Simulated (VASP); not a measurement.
Calculation: vdW-DF-cx, VASP's PBE PAW potentials (set 64) (plane waves; VASP 6.6.1).

The input files of a VASP run:

### POSCAR
```
AuAl2
1
    0.0000000000     3.0053694776     3.0053694776
    3.0053694776     0.0000000000     3.0053694776
    3.0053694776     3.0053694776    -0.0000000000
Al Au
2 1
Direct
  0.2500000000   0.2500000000   0.2500000000
  0.7500000000   0.7500000000   0.7500000000
  0.0000000000   0.0000000000   0.0000000000
```

INCAR:
```
AGGAC = 0.0
ALGO = Normal
EDIFF = 1E-7
ENCUT = 520
GGA = CX
ICHARG = 11
ISMEAR = 0
LASPH = T
LCHARG = F
LMAXMIX = 6
LORBIT = 11
LREAL = F
LUSE_VDW = T
LWAVE = F
NELM = 100
PREC = Accurate
SIGMA = 0.05
SYSTEM = AuAl2
```

**KPOINTS**
```
k-points along high-symmetry lines
15
Line-mode
Reciprocal
  0.000000   0.000000   0.000000 ! GAMMA
  0.500000   0.000000   0.500000 ! X

  0.500000   0.000000   0.500000 ! X
  0.625000   0.250000   0.625000 ! U

  0.375000   0.375000   0.750000 ! K
  0.000000   0.000000   0.000000 ! GAMMA

  0.000000   0.000000   0.000000 ! GAMMA
  0.500000   0.500000   0.500000 ! L

  0.500000   0.500000   0.500000 ! L
  0.500000   0.250000   0.750000 ! W

  0.500000   0.250000   0.750000 ! W
  0.500000   0.000000   0.500000 ! X
```

POTCAR, in this order: Al Au (PBE.64 set). Program: vasp_std. Read from the step before: CHGCAR.

Output

OUTCAR:
```
 ion  position               nearest neighbor table
   1  0.250  0.250  0.250-   3 2.60   3 2.60   3 2.60   3 2.60   2 3.01   2 3.01   2 3.01   2 3.01
                             2 3.01   2 3.01
   2  0.750  0.750  0.750-   3 2.60   3 2.60   3 2.60   3 2.60   1 3.01   1 3.01   1 3.01   1 3.01
                             1 3.01   1 3.01
   3  0.000  0.000  0.000-   2 2.60   2 2.60   2 2.60   1 2.60   2 2.60   1 2.60   1 2.60   1 2.60
  LATTYP: Found a face centered cubic cell.
 ALAT       =     6.0107389552
 Subroutine PRICEL returns:
 Original cell was already a primitive cell.
 Subroutine GETGRP returns: Found 48 space group operations
The static configuration has the point symmetry O_h .
The dynamic configuration has the point symmetry O_h .
 Subroutine INISYM returns: Found 48 space group operations
   k-points           NKPTS =     90   k-points in BZ     NKDIM =     90   number of bands    NBANDS=     12
   number of dos      NEDOS =    301   number of ions     NIONS =      3
   total plane-waves  NPLWV =  32768
   dimension x,y,z NGX =    32 NGY =   32 NGZ =   32
   dimension x,y,z NGXF=    64 NGYF=   64 NGZF=   64
   ions per type =               2   1
   PREC   = accura    normal or accurate (medium, high low for compatibility)
   ISTART =      0    job   : 0-new  1-cont  2-samecut
   ICHARG =     11    charge: 1-file 2-atom 10-const
   ISPIN  =      1    spin polarized calculation?
   LNONCOLLINEAR =      F non collinear calculations
   LSORBIT =      F    spin-orbit coupling
   INIWAV =      1    electr: 0-lowe 1-rand  2-diag
   ENCUT  =  520.0 eV  38.22 Ry    6.18 a.u.   7.90  7.90  7.90*2*pi/ulx,y,z
   NELM   =    100;   NELMIN=  2; NELMDL= -5     # of ELM steps
   EDIFF  = 0.1E-06   stopping-criterion for ELM
   LREAL  =      F    real-space projection
   NLSPLINE    = F    spline interpolate recip. space projectors
   LMAXMIX     =    6 max onsite mixed and CHGCAR
   VOSKOWN=      0    Vosko Wilk Nusair interpolation
   EDIFFG = 0.1E-05   stopping-criterion for IOM
   NSW    =      0    number of steps for IOM
   NBLOCK =      1;   KBLOCK =      1    inner block; outer block
   IBRION =     -1    ionic relax: 0-MD 1-quasi-New 2-CG
   NFREE  =      0    steps in history (QN), initial steepest desc. (CG)
   ISIF   =      2    stress and relaxation
...
```

File OSZICAR:
```
       N       E                     dE             d eps       ncg     rms          rms(c)
DAV:   1     0.686612141669E+02    0.68661E+02   -0.71422E+03  2176   0.116E+03
DAV:   2    -0.493021351153E+01   -0.73591E+02   -0.68418E+02  2412   0.207E+02
DAV:   3    -0.680452522136E+01   -0.18743E+01   -0.18181E+01  2780   0.319E+01
DAV:   4    -0.682318340982E+01   -0.18658E-01   -0.18642E-01  2568   0.346E+00
DAV:   5    -0.682354945442E+01   -0.36604E-03   -0.36602E-03  2748   0.490E-01
DAV:   6    -0.682355800498E+01   -0.85506E-05   -0.85509E-05  2668   0.762E-02
DAV:   7    -0.682355829670E+01   -0.29172E-06   -0.29118E-06  2728   0.141E-02
DAV:   8    -0.682355830568E+01   -0.89744E-08   -0.95801E-08  2084   0.249E-03
   1 F= -.68235583E+01 E0= -.68232857E+01  d E =-.545138E-03
```

### OUTCAR
```
 val. band max:        8.8812471370   @ k =   0.1429   0.0000   0.1429

 cond. band min:       8.9757149177   @ k =   0.5000   0.0000   0.5000



 k-point     1 :       0.0000    0.0000    0.0000
  band No.  band energies     occupation
      1      -2.8294      2.00000
      2       1.1015      2.00000
      3       1.1015      2.00000
      4       1.1015      2.00000
      5       2.0560      2.00000
      6       2.0560      2.00000
      7       9.9966      0.00000
      8      10.5981      0.00000
      9      10.5981      0.00000
     10      10.5981      0.00000
     11      11.5933      0.00000
     12      11.5933      0.00000

 k-point     2 :       0.0357    0.0000    0.0357
  band No.  band energies     occupation
      1      -2.8071      2.00000
      2       1.0920      2.00000
      3       1.1084      2.00000
      4       1.1084      2.00000
      5       2.0495      2.00000
      6       2.0596      2.00000
      7       9.9509      0.00000
      8      10.3003      0.00000
      9      10.3003      0.00000
     10      10.4538      0.00000
     11      11.6817      0.00000
     12      11.9143      0.00000

 k-point     3 :       0.0714    0.0000    0.0714
  band No.  band energies     occupation
      1      -2.7401      2.00000
      2       1.0640      2.00000
      3       1.1289      2.00000
      4       1.1289      2.00000
      5       2.0304      2.00000
      6       2.0703      2.00000
      7       9.7789      0.00000
      8       9.7789      0.00000
      9       9.8381      0.00000
     10      10.0687      0.00000
     11      11.9218      0.00000
     12      12.5059      0.00000

 k-point     4 :       0.1071    0.0000    0.1071
  band No.  band energies     occupation
      1      -2.6289      2.00000
      2       1.0194      2.00000
      3       1.1628      2.00000
      4       1.1628      2.00000
      5       1.9993      2.00000
      6       2.0876      2.00000
      7       9.2359      0.00000
...
```

The density is held fixed in this step, so its total energy and stress have no physical meaning. Unless said otherwise, spin-orbit coupling is left out, though it shifts the bands of the heavy elements here.

The compound is AuAl2 in the fluorite structure. It was relaxed first. The electron count is odd and the run is not spin-polarised, which forces a metal.
